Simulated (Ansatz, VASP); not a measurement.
# NbTe in VASP and in Ansatz

```
CELL_PARAMETERS angstrom
3.44839 0.00000 0.00000
0.00000 3.44839 0.00000
0.00000 0.00000 3.44839
ATOMIC_POSITIONS crystal
Nb 0.50000 0.50000 0.50000
Te 0.00000 0.00000 0.00000
```

The cell was built by a generator and needn't be a form met in nature.

Alike in both runs: task single point; functional PBE; k mesh 8 × 8 × 8; occupations fermi-dirac, width 0.05 eV; no spin polarisation.

|  | VASP | Ansatz |
| --- | --- | --- |
| version | VASP 6.6.1 | Ansatz 0.2.0 |
| potentials or method | VASP PAW PBE potentials, release 64 (Nb_sv, Te) | JTH PAW |
| plane-wave cutoff (eV) | 520 | 1170 |
| valence electrons in the cell | 19 | 19 |

Ansatz gave:

- gap on the k mesh at the Fermi level (eV): none
- pressure (GPa): -1.4

Task: What did VASP give for the same quantities?

Result: gap on the k mesh at the Fermi level (eV): none; pressure (GPa): -2.7.

A gap of «none» marks a metal or a gap that the smearing closes. With one functional, cell and mesh, what is left measures potentials, basis and numerics.

The runs have no spin-orbit coupling, so splittings on Te are missing.
